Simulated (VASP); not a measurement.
Crystal: NiMoIrPdW.

```
Ni Mo Pd Ir W
1.0
     4.11705    0.00000    0.00000
    -2.05853    3.56547    0.00000
     0.00000    0.00000    5.44580
Ni Mo Pd Ir W
1 1 1 1 1
Direct
  0.00000 0.00000 0.95775
  0.66667 0.33333 0.96161
  0.66667 0.33333 0.46295
  0.33333 0.66667 0.72572
  0.33333 0.66667 0.23642
```

The cell was built by a generator and needn't be a form met in nature.

```yaml
Program: VASP 6.6.1
Task: relaxation of cell and atoms
Functional: PBE
Dispersion: TS
Potentials_or_basis: VASP PAW PBE potentials, release 64 (Ni, Mo_sv, Pd, Ir, W_sv)
Cutoff: 600 eV
k_mesh: 8 × 8 × 5
Occupations: fermi-dirac, width 0.05 eV
Spin: collinear spin, ferromagnetic start
Starting_moments: "[1.0, 1.0, 0.0, 0.6, 0.0] μB"
```

At the start: pressure -8.6 GPa; volume 15.99 Å³/atom.

Task: How do energy, volume and symmetry change on relaxing?

Result: Over 12 steps the energy falls by 15.7 meV/atom and the volume is 15.39 Å³/atom (-3.7 %); space group P3m1 (No. 156, to 0.05 Å); moment 0.00 μB per cell.

The path:
| step | energy change (eV) | largest force (eV/Å) | pressure (GPa) | volume (Å³) |
| --- | --- | --- | --- | --- |
| 1 | 0.0000 | 0.1041 | -8.57 | 79.94 |
| 2 | 0.4665 | 0.4644 | 27.62 | 70.44 |
| 3 | -0.0766 | 0.1870 | -0.77 | 77.24 |
| 4 | -0.0766 | 0.1971 | -0.06 | 77.01 |
| 5 | -0.0765 | 0.1999 | 0.10 | 76.95 |
| 6 | -0.0783 | 0.0353 | 0.07 | 76.97 |
| 7 | -0.0783 | 0.0378 | 0.09 | 76.97 |
| 8 | -0.0788 | 0.0298 | -0.21 | 77.05 |
| 9 | -0.0788 | 0.0300 | -0.22 | 77.05 |
| 10 | -0.0787 | 0.0224 | 0.00 | 76.98 |
| 11 | -0.0787 | 0.0215 | -0.01 | 76.98 |
| 12 | -0.0787 | 0.0167 | 0.05 | 76.97 |

Final structure:
```
Ni Mo Pd Ir W
1.0
     4.07395    0.00000    0.00000
    -2.03698    3.52815    0.00000
     0.00000    0.00000    5.35491
Ni Mo Pd Ir W
1 1 1 1 1
Direct
  0.00000 0.00000 0.95667
  0.66667 0.33333 0.96234
  0.66667 0.33333 0.46425
  0.33333 0.66667 0.72372
  0.33333 0.66667 0.23746
```

Caveat: atom-pairwise D2, TS and ULG terms overbind metals; pairwise dispersion overbinds metals, which lowers pressure and volume.
